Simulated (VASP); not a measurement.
# YSc3 (C222) in VASP: settings compared

Aim: see how the results for YSc3 move with the level of theory and the settings. Levels: PBE, RPBE. Tasks: relaxation of cell and atoms, relaxation of the atoms.

Program: VASP 6.6.1. These are calculated values, not measurements. Logs are shortened: lines on timing, memory, paths and dates and some standing lists are left out, and cuts for length are marked.

## 1. The structure

The structure is orthorhombic, space group C222 (No. 21). Conventional cell: a = 3.414 Å, b = 4.828 Å, c = 10.302 Å, α = 90.00°, β = 90.00°, γ = 90.00°. Y (site symmetry 222) is surrounded by 4 Y at 2.96 Å and 4 Sc at 2.96 Å. Around Sc (site symmetry 222) lie 8 Sc at 2.96 to 2.98 Å. Around Sc (site symmetry 2) lie 6 Sc at 2.96 to 2.98 Å and 2 Y at 2.96 Å.

The cell was built by a generator and needn't be a form met in nature.

## 2. Relaxation of cell and atoms, PBE

Contents of INCAR:

```
PREC     = Accurate       # precision mode
ENCUT    = 600            # plane-wave cutoff, eV
EDIFF    = 1E-6           # SCF threshold, eV
ISMEAR   = 1              # smearing method
SIGMA    = 0.1            # smearing width, eV
LREAL    = F              # projectors in reciprocal space
LASPH    = T              # aspherical terms in the spheres
NELM     = 100            # most SCF steps
ALGO     = Normal         # electronic algorithm
ISIF     = 3              # what is computed and relaxed
LWAVE    = F              # write WAVECAR
LCHARG   = F              # write CHGCAR
GGA      = PE             # functional
IBRION   = 2              # ionic algorithm
NSW      = 40             # ionic steps
EDIFFG   = -0.02          # ionic threshold
```

Contents of KPOINTS:

```
regular mesh
0
Gamma
  10 10 3
```

Contents of POSCAR:

```
YSc3
1.0
    1.7071458500     -2.4138728900      0.0000000000
    1.7071458500      2.4138728900      0.0000000000
    0.0000000000      0.0000000000     10.3021726900
Y Sc
1 3
Direct
    0.5000000000      0.5000000000      0.5000000000
    0.0000000000      0.0000000000      0.0000000000
    0.0000000000      0.5000000000      0.7492240100
    0.5000000000      0.0000000000      0.2507759900
```

Potentials or basis: VASP PAW PBE potentials, release 64 (Y_sv, Sc_sv).

Started as:

```
$ cat potpaw_PBE.64/Y_sv/POTCAR potpaw_PBE.64/Sc_sv/POTCAR > POTCAR
$ mpirun -np 1 vasp_std > vasp.out
```

OUTCAR:

```text
PREC = Accurate
   ENCUT = 600
   EDIFF = 1E-6
   ISMEAR = 1
   LREAL = F
   LASPH = T
   NELM = 100
   ISIF = 3
   GGA = PE
   IBRION = 2
   NSW = 40
   EDIFFG = -0.02

 ion  position               nearest neighbor table
   1  0.500  0.500  0.500-   3 2.96   4 2.96   4 2.96   3 2.96   4 3.82   3 3.82   3 3.82   4 3.82

   2  0.000  0.000  0.000-   3 2.98   4 2.98   3 2.98   4 2.98
   3  0.000  0.500  0.749-   1 2.96   1 2.96   2 2.98   2 2.98   1 3.82   1 3.82
   4  0.500  0.000  0.251-   1 2.96   1 2.96   2 2.98   2 2.98   1 3.82   1 3.82

  LATTYP: Found a base centered orthorhombic cell.
 ALAT       =     3.4142917000
 B/A-ratio  =     1.4139816408
 C/A-ratio  =     3.0173674645

  Lattice vectors:

 A1 = (   1.7071458500,  -2.4138728900,   0.0000000000)
 A2 = (   1.7071458500,   2.4138728900,   0.0000000000)
 A3 = (   0.0000000000,   0.0000000000,  10.3021726900)

Analysis of symmetry for initial positions (statically):
=====================================================================
 Subroutine PRICEL returns:
 Original cell was already a primitive cell.

 Routine SETGRP: Setting up the symmetry group for a
 base centered orthorhombic supercell.

 Subroutine GETGRP returns: Found  4 space group operations
 (whereof  4 operations were pure point group operations)
 out of a pool of  8 trial point group operations.

The static configuration has the point symmetry D_2 .

Analysis of symmetry for dynamics (positions and initial velocities):
=====================================================================
 Subroutine PRICEL returns:
 Original cell was already a primitive cell.

 Routine SETGRP: Setting up the symmetry group for a
 base centered orthorhombic supercell.

 Subroutine GETGRP returns: Found  4 space group operations
 (whereof  4 operations were pure point group operations)
 out of a pool of  8 trial point group operations.

The dynamic configuration has the point symmetry D_2 .

 Subroutine INISYM returns: Found  4 space group operations
 (whereof  4 operations are pure point group operations),
 and found     1 'primitive' translations

----------------------------------------------------------------------------------------

                                     Primitive cell

  volume of cell :      84.9071

  direct lattice vectors                    reciprocal lattice vectors
     1.707145850 -2.413872890  0.000000000     0.292886516 -0.207136010  0.000000000
     1.707145850  2.413872890  0.000000000     0.292886516  0.207136010  0.000000000
     0.000000000  0.000000000 10.302172690     0.000000000  0.000000000  0.097066903

  length of vectors
     2.956540086  2.956540086 10.302172690     0.358730871  0.358730871  0.097066903

  position of ions in fractional coordinates (direct lattice)
     0.500000000  0.500000000  0.500000000
     0.000000000  0.000000000  0.000000000
     0.000000000  0.500000000  0.749224010
     0.500000000  0.000000000  0.250775990

  ion indices of the primitive-cell ions
   primitive index   ion index
                 1           1
                 2           2
                 3           3
                 4           4

----------------------------------------------------------------------------------------

 KPOINTS: regular mesh

Automatic generation of k-mesh.
 Grid dimensions read from file:
 generate k-points for:   10   10    3

 Generating k-lattice:

  Cartesian coordinates                     Fractional coordinates (reciprocal lattice)
     0.029288652 -0.020713601  0.000000000     0.100000000  0.000000000  0.000000000
     0.029288652  0.020713601  0.000000000     0.000000000  0.100000000  0.000000000
     0.000000000  0.000000000  0.032355634     0.000000000  0.000000000  0.333333333

  Length of vectors
     0.035873087  0.035873087  0.032355634

  Shift w.r.t. Gamma in fractional coordinates (k-lattice)
     0.000000000  0.000000000  0.000000000

 Subroutine IBZKPT returns following result:
 ===========================================

 Found     62 irreducible k-points:

 Following reciprocal coordinates:
            Coordinates               Weight
  0.000000  0.000000  0.000000      1.000000
  0.100000  0.000000  0.000000      4.000000
  0.200000  0.000000  0.000000      4.000000
  0.300000  0.000000  0.000000      4.000000
  0.400000  0.000000  0.000000      4.000000
  0.500000  0.000000  0.000000      2.000000
[... 16 lines left out ...]
  0.300000  0.300000  0.000000      2.000000
  0.400000  0.300000  0.000000      4.000000
 [... further k-points ...]
   k-points           NKPTS =     62   k-points in BZ     NKDIM =     62   number of bands    NBANDS=     26
   number of dos      NEDOS =    301   number of ions     NIONS =      4
   total plane-waves  NPLWV =  48384
   dimension x,y,z NGX =    24 NGY =   24 NGZ =   84
   dimension x,y,z NGXF=    48 NGYF=   48 NGZF=  168
   ions per type =               1   3
   NGX,Y,Z   is equivalent  to a cutoff of  13.50, 13.50, 13.56 a.u.
   NGXF,Y,Z  is equivalent  to a cutoff of  26.99, 26.99, 27.11 a.u.
 SYSTEM =  unknown system
   PREC   = accura    normal or accurate (medium, high low for compatibility)
   ISTART =      0    job   : 0-new  1-cont  2-samecut
   ICHARG =      2    charge: 1-file 2-atom 10-const
   ISPIN  =      1    spin polarized calculation?
   LNONCOLLINEAR =      F non collinear calculations
   LSORBIT =      F    spin-orbit coupling
   LASPH  =      T    aspherical Exc in radial PAW
   ENCUT  =  600.0 eV  44.10 Ry    6.64 a.u.   5.90  5.90 20.58*2*pi/ulx,y,z
   NELM   =    100;   NELMIN=  2; NELMDL= -5     # of ELM steps
   EDIFF  = 0.1E-05   stopping-criterion for ELM
   LREAL  =      F    real-space projection
   EDIFFG = -.2E-01   stopping-criterion for IOM
   NSW    =     40    number of steps for IOM
   IBRION =      2    ionic relax: 0-MD 1-quasi-New 2-CG
   NFREE  =      1    steps in history (QN), initial steepest desc. (CG)
   ISIF   =      3    stress and relaxation
   ISYM   =      2    0-nonsym 1-usesym 2-fastsym
   POTIM  = 0.5000    time-step for ionic-motion
   TEBEG  =    0.0;   TEEND  =   0.0 temperature during run
   PSTRESS=    0.0 pullay stress
   NELECT =      44.0000    total number of electrons
   NUPDOWN=      -1.0000    fix difference up-down
   EMIN   =  10.00;   EMAX   =-10.00  energy-range for DOS
   EFERMI =   0.00;   METHOD = LEGACY
   ISMEAR =     1;   SIGMA  =   0.10  broadening in eV -4-tet -1-fermi 0-gaus
   EFERMI_NEDOS =   21; number of points for ismear=-14 and -15
   IALGO  =     38    algorithm
   IMIX   =      4    mixing-type and parameters
     AMIX     =   0.40;   BMIX     =  1.00
     AMIX_MAG =   1.60;   BMIX_MAG =  1.00
  volume/ion in A,a.u.               =      21.23       143.25
  Fermi-wavevector in a.u.,A,eV,Ry     =   1.314956  2.484906 23.525948  1.729108
  Thomas-Fermi vector in A             =   2.445172
   LORBIT       =      0    0 simple, 1 ext, 2 COOP (PROOUT), +10 PAW based schemes
   GGA     = PE    functional components
   LHFCALC =     F    Hartree Fock is set to
   AEXX    =    0.0000 exact exchange contribution
   IVDW    =     0    specifies the selected vdW correction
   LEPSILON=     F    determine dielectric tensor
   LRPA    =     F    only Hartree local field effects (RPA)
 conjugate gradient relaxation of ions
 non-spin polarized calculation
 Methfessel and Paxton  Order N= 1 SIGMA  =   0.10
  energy-cutoff  :      600.00
  volume of cell :       84.91
 maximum number of plane-waves:      2859
   NGX = 11   NGY = 11   NGZ = 41

--------------------------------------- Ionic step        1  -------------------------------------------

 number of electron      43.9999988 magnetization

 Free energy of the ion-electron system (eV)
  ---------------------------------------------------
  ext. energy  EPLUGINS =         0.00000000
  ---------------------------------------------------
  free energy    TOTEN  =       -23.02289286 eV

  energy without entropy =      -23.02171531  energy(sigma->0) =      -23.02250035

 E-fermi :   4.8502     XC(G=0): -10.6723

 val. band max:        4.8403057514   @ k =   0.4000   0.3000   0.3333
 cond. band min:       4.8532655375   @ k =   0.4000   0.1000   0.3333
 fundamental gap:      0.0129597861
 Fermi energy:         4.8502063406

 k-point     1 :       0.0000    0.0000    0.0000
  band No.  band energies     occupation
      1     -44.2687      2.00000
      2     -44.1938      2.00000
      3     -44.1676      2.00000
      4     -37.0908      2.00000
      5     -23.2035      2.00000
      6     -22.9132      2.00000
[... 1500 lines left out ...]
     25       3.5856     -0.05517
     26       4.0122     -0.00000

 [... further k-points ...]

[... ionic steps 4 to 12 ...]

--------------------------------------- Ionic step       13  -------------------------------------------

 number of electron      44.0000005 magnetization

------------------------ aborting loop because EDIFF is reached ----------------------------------------

  FORCE on cell =-STRESS in cart. coord.  units (eV):
  Direction    XX          YY          ZZ          XY          YZ          ZX
  --------------------------------------------------------------------------------------
  -------------------------------------------------------------------------------------
  Total        0.1926216      0.0629117     -0.0232471      0.0000000      0.0000000      0.0000000
  in kB        2.9243192      0.9551059     -0.3529306      0.0000000      0.0000000      0.0000000
  external PRESSURE =       1.1754982 kB  Pullay stress =       0.0000000 kB
[... 61 lines left out ...]
  energy  without entropy=      -24.6140066265  energy(sigma->0) =      -24.61207088

--------------------------------------- Ionic step       15  -------------------------------------------

 number of electron      44.0000005 magnetization

 Free energy of the ion-electron system (eV)
  ---------------------------------------------------
  ext. energy  EPLUGINS =         0.00000000
  ---------------------------------------------------
  free energy    TOTEN  =       -24.61146005 eV

  energy without entropy =      -24.61432355  energy(sigma->0) =      -24.61241455

 E-fermi :   3.5888     XC(G=0):  -9.7776

 val. band max:        3.5856122788   @ k =  -0.3000   0.2000   0.3333
 cond. band min:       3.5949340934   @ k =   0.5000   0.5000   0.0000
 fundamental gap:      0.0093218146
 Fermi energy:         3.5887926455

 k-point     1 :       0.0000    0.0000    0.0000
  band No.  band energies     occupation
      1     -46.0748      2.00000
      2     -46.0669      2.00000
      3     -45.9890      2.00000
      4     -38.8040      2.00000
      5     -24.8510      2.00000
      6     -24.7259      2.00000
[... 718 lines left out ...]
  FREE ENERGIE OF THE ION-ELECTRON SYSTEM (eV)
  ---------------------------------------------------
  free  energy   TOTEN  =       -24.6114600489 eV

  energy  without entropy=      -24.6143235496  energy(sigma->0) =      -24.61241455

 reached required accuracy - stopping structural energy minimisation
```

It took 28 min on 1 thread of AMD EPYC 7R13 (Zen 3), shared host; peak memory 0.31 GiB.

Results:

```yaml
Free_energy: -24.6115 eV
Relaxed_volume: 26.43 Å³/atom
Relaxed_cell: a = 3.423 Å, b = 3.423 Å, c = 10.912 Å, α = 90.00°, β = 90.00°, γ = 124.20°
Space_group_after_relaxing_to_0.05_Å: C222 (No. 21)
Energy_gained_by_relaxing: 397.1 meV/atom
Ionic_steps: 15
Pressure_after_relaxing: 0.0 GPa
Largest_force_after_relaxing: 0.012 eV/Å
Band_gap_on_the_k_mesh: none (metal or under the smearing width)
```

Forces on the atoms (eV/Å):
```
Y    0.000  0.000  0.000
Sc   0.000  0.000  0.000
Sc   0.000  0.000  0.012
Sc   0.000  0.000 -0.012
```

The path:
| step | energy change (eV) | largest force (eV/Å) | pressure (GPa) | volume (Å³) |
| --- | --- | --- | --- | --- |
| 1 | 0.0000 | 0.4032 | 15.08 | 84.91 |
| 2 | -1.1859 | 0.2239 | -1.59 | 111.73 |
| 3 | -1.1870 | 0.2258 | -1.30 | 110.93 |
| 4 | -1.4025 | 0.2073 | -1.28 | 110.07 |
| 5 | -1.5334 | 0.1870 | -1.03 | 108.70 |
| 6 | -1.5452 | 0.1873 | -0.82 | 108.03 |
| 7 | -1.5698 | 0.1867 | 0.29 | 105.17 |
| 8 | -1.5715 | 0.1810 | 0.75 | 104.19 |
| 9 | -1.5817 | 0.1354 | 0.25 | 105.19 |
| 10 | -1.5820 | 0.1229 | 0.14 | 105.41 |
| 11 | -1.5858 | 0.0868 | -0.15 | 106.05 |
| 12 | -1.5866 | 0.0627 | -0.31 | 106.45 |
| 13 | -1.5882 | 0.0205 | 0.12 | 105.53 |
| 14 | -1.5882 | 0.0262 | 0.06 | 105.65 |
| 15 | -1.5886 | 0.0125 | 0.04 | 105.73 |

Final structure:
```yaml
crystal:
  lattice:
    - [1.60166, -3.02486, 0.00000]
    - [1.60166, 3.02486, 0.00000]
    - [0.00000, 0.00000, 10.91156]
  atoms:
    - { symbol: Y, position: [0.50000, 0.50000, 0.50000] }
    - { symbol: Sc, position: [0.00000, 0.00000, 0.00000] }
    - { symbol: Sc, position: [0.00000, 0.50000, 0.76068] }
    - { symbol: Sc, position: [0.50000, 0.00000, 0.23932] }
```

Caveat: the volume moved by over 15 % at a fixed basis, so the end points are rough.

## 3. Relaxation of the atoms, RPBE

Contents of INCAR:

```
PREC = Accurate
ENCUT = 520
EDIFF = 1E-6
ISMEAR = 1
SIGMA = 0.1
LREAL = F
LASPH = T
NELM = 100
ALGO = Fast
ISIF = 2
LWAVE = F
LCHARG = F
GGA = RP
IBRION = 2
NSW = 60
EDIFFG = -0.01
```

Contents of KPOINTS:

```
Automatic mesh
0
Gamma
  10 10 3
```

POSCAR is that of step 2.

Potentials or basis: VASP PAW PBE potentials, release 64 (Y_sv, Sc_sv).

Started as:

```
$ cat potpaw_PBE.64/Y_sv/POTCAR potpaw_PBE.64/Sc_sv/POTCAR > POTCAR
$ mpirun -np 1 vasp_std > vasp.out
```

Wall time 12 min (1 thread of AMD EPYC 7R13 (Zen 3), shared host); peak memory 0.29 GiB.

Results (log left out):

```yaml
Free_energy: -21.4611 eV
Energy_gained_by_relaxing: 7.8 meV/atom
Ionic_steps: 4
Pressure_after_relaxing: 17.6 GPa
Band_gap_on_the_k_mesh: none (metal or under the smearing width)
```

Forces in eV/Å, atoms in the order of the input:
```
Y    0.000  0.000  0.000
Sc   0.000  0.000  0.000
Sc   0.000  0.000 -0.002
Sc   0.000  0.000  0.002
```

Stress tensor (GPa, compression positive):
```
10.27  0.00  0.00
 0.00 24.34  0.00
 0.00  0.00 18.13
```

Step by step:
| step | energy change (eV) | largest force (eV/Å) | pressure (GPa) |
| --- | --- | --- | --- |
| 1 | 0.0000 | 0.4049 | 17.60 |
| 2 | -0.0137 | 0.3023 | 17.58 |
| 3 | -0.0312 | 0.0126 | 17.58 |
| 4 | -0.0312 | 0.0022 | 17.58 |

Final structure:
```yaml
crystal:
  lattice:
    - [1.70715, -2.41387, 0.00000]
    - [1.70715, 2.41387, 0.00000]
    - [0.00000, 0.00000, 10.30217]
  atoms:
    - { symbol: Y, position: [0.50000, 0.50000, 0.50000] }
    - { symbol: Sc, position: [0.00000, 0.00000, 0.00000] }
    - { symbol: Sc, position: [0.00000, 0.50000, 0.75695] }
    - { symbol: Sc, position: [0.50000, 0.00000, 0.24305] }
```

Levels at points of the mesh, in eV from the Fermi level:
```csv
k point,band 18,band 19,band 20,band 21,band 22,band 23,band 24,band 25,band 26
"(0.00, 0.00, 0.00)",-3.65,-3.57,-1.92,-0.04,0.04,0.79,0.85,0.97,1.10
"(0.50, 0.00, 0.00)",-1.97,-1.27,-1.22,-1.08,-0.90,-0.25,-0.16,0.58,1.06
"(0.50, 0.50, 0.00)",-2.09,-1.64,-1.40,-0.21,-0.05,0.11,0.16,0.64,0.75
```

Caveat: the PAW data sets were made with another functional, which shifts forces and pressure a little.

## 4. For comparison

An earlier run on the cell as given: functional PBE; potentials or basis VASP PAW PBE potentials, release 64 (Y_sv, Sc_sv); cutoff 520 eV; k mesh 10 × 10 × 3; occupations fermi-dirac, width 0.05 eV; no spin polarisation.

- Pressure: 15.2 GPa
- Largest force: 0.415 eV/Å
- Band gap on the k mesh: none (metal or under the smearing width)

## 5. Summary

| task | level | cell | cutoff (eV) | smearing | gap on the mesh (eV) | pressure (GPa) | largest force (eV/Å) |
| --- | --- | --- | --- | --- | --- | --- | --- |
| relaxation of cell and atoms | PBE | relaxed | 600 | methfessel-paxton 0.1 eV | none | 0.0 | 0.01 |
| relaxation of the atoms | RPBE | atoms relaxed | 520 | methfessel-paxton 0.1 eV | none | 17.6 | - |
| single point | PBE | as given | 520 | fermi-dirac 0.05 eV | none | 15.2 | 0.42 |

Alike in all rows: potentials or basis VASP PAW PBE potentials, release 64 (Y_sv, Sc_sv); no spin polarisation; k mesh 10 × 10 × 3.

Caveats: the volume moved by over 15 % at a fixed basis, so the end points are rough (some runs); the PAW data sets were made with another functional, which shifts forces and pressure a little (some runs); so large a pressure means that the cell lies far from this level's equilibrium, or that cutoff or potentials fall short (some runs).

Total energies depend on the potentials used, so only differences within one code and one set of settings carry meaning.
